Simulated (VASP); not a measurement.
An input for Ansatz (written as the equivalent of a VASP run, and not itself run):

Ansatz 0.2 input:
```yaml
crystal:
  lattice:
    - [2.1770650, 1.2569290, 3.8298800]
    - [-2.1770650, 1.2569290, 3.8298800]
    - [0.0000000, -2.5138580, 3.8298800]
  atoms:
    - { symbol: Sb, position: [0.2682600, 0.2682600, 0.2682600] }
    - { symbol: Sb, position: [0.7317400, 0.7317400, 0.7317400] }
kpoints:
  mp_grid: { grid: [6, 6, 6], shift: [0.5, 0.5, 0.5] }
hamiltonian:
  xc: pbe
  pseudopotentials: { kind: paw }
scf:
  occupations: { method: methfessel_paxton, width: 0.272 }
  max_iter: 100
output: { forces: true, stress: true, eigenvalues: true }
```

**Question.** Translate this input to VASP (INCAR, KPOINTS, POSCAR, choice of POTCAR).

**Answer.** Several could match; the one computed here: 
INCAR:
```
SYSTEM = Sb
PREC = Accurate
ENCUT = 300
EDIFF = 1E-6
NELM = 100
ALGO = Normal
LREAL = .FALSE.
LASPH = .TRUE.
ISMEAR = 1
SIGMA = 0.272
GGA = PE
LMAXMIX = 4
LWAVE = .FALSE.
LCHARG = .FALSE.
ISIF = 2
NBANDS = 9
```

KPOINTS:
```
Automatic mesh
0
Gamma
6 6 6
0.5 0.5 0.5
```

### POSCAR
```
Sb
1.0
  2.1770650000   1.2569290000   3.8298800000
 -2.1770650000   1.2569290000   3.8298800000
  0.0000000000  -2.5138580000   3.8298800000
Sb
2
Direct
  0.2682600000   0.2682600000   0.2682600000
  0.7317400000   0.7317400000   0.7317400000
```

POTCAR, in this order: Sb (PBE.64 set). Program: vasp_std.

The two are equivalent in intent, not identical: each code has its own PAW files, so the cut-off isn't converted (ENCUT is set for VASP's; basis.ecutwfc is left out, and Ansatz then takes the one that its files recommend); Ansatz stops its SCF on the density residual and VASP on the energy change (EDIFF); the number of bands isn't carried over, since the valence differs with the files.

The structure comes from a computed database's Sb entry; how it stands against other phases isn't given here. The cell was not relaxed at this level. The run is one of a series of settings (NBANDS = 9 against the base run), some of them coarse on purpose.
